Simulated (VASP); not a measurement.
Consider the following.

```xyz
4
Lattice="4.5809 0.0000 0.0000 0.0000 4.4000 0.0000 0.0000 0.0000 20.9888" Properties=species:S:1:pos:R:3 pbc="T T T"
Sb     2.4699     0.0000    11.8895
Sb     4.4014     2.2000    11.8895
Sb     2.1110     0.0000     9.0993
Sb     0.1795     2.2000     9.0993
```

The numbers are results of PBEsol GGA, VASP's PBE PAW potentials (set 64) (plane waves; VASP 6.6.1), not measurements. Settings: 400 eV cut-off, 11×12×1 Γ-centred mesh, Gaussian smearing of 0.010 eV, potentials Sb.

The cell holds a wide vacuum, so values per volume refer to the whole cell.

Question: Estimate the energy per atom (σ→0), largest force.

Answer: 
```yaml
energy per atom (σ→0): -4.389 eV/atom
largest_force: 0.081 eV/Å
```

Total energies compare only between runs with the same potentials, cut-off and functional.

The cell is a sheet with vacuum, built from a generated structure.
